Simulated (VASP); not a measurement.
These are PBE GGA, VASP's PBE PAW potentials (set 64) (plane waves; VASP) values and carry that method's errors.

VASP input:

INCAR:
```
! general
SYSTEM =SrTe
PREC   =Accurate
ENCUT  =400
LREAL  =.FALSE.
LASPH  =.TRUE.

! electronic loop
EDIFF  =1E-6
NELM   =100
ALGO   =Normal
LMAXMIX=4

! smearing
ISMEAR =1
SIGMA  =0.2

! functional
GGA    =PE

! ions
ISIF   =2

! output
LWAVE  =.FALSE.
LCHARG =.FALSE.
```

### POSCAR
```
SrTe
1
    0.0000000000     3.3255110000     3.2637250000
    3.3835050000     0.0000000000     3.2637250000
    3.3835050000     3.3255110000     0.0000000000
Sr Te
1 1
Direct
  0.0000000000   0.0000000000   0.0000000000
  0.4872080000   0.5127920000   0.5127920000
```

**KPOINTS**
```
Automatic
0
Gamma
 6 6 6
0 0 0
```

POTCAR, in this order: Sr_sv Te (PBE.64 set). Program: vasp_std.

What will the output report for the number of irreducible k-points (NKPTS), number of bands (NBANDS), largest plane-wave count, number of space-group operations, FFT grid (NGX, NGY, NGZ)?

```yaml
number of irreducible k-points (NKPTS): 46
number of bands (NBANDS): 12
largest_plane_wave_count: 1355
number_of_space_group_operations: 4
FFT grid (NGX, NGY, NGZ): 30 × 32 × 32
```

The compound is SrTe in the rock salt structure. The cell was not relaxed at this level, atoms are displaced from their ideal sites. The run is one of a series of settings (ISMEAR = 1, SIGMA = 0.2 against the base run), some of them coarse on purpose.
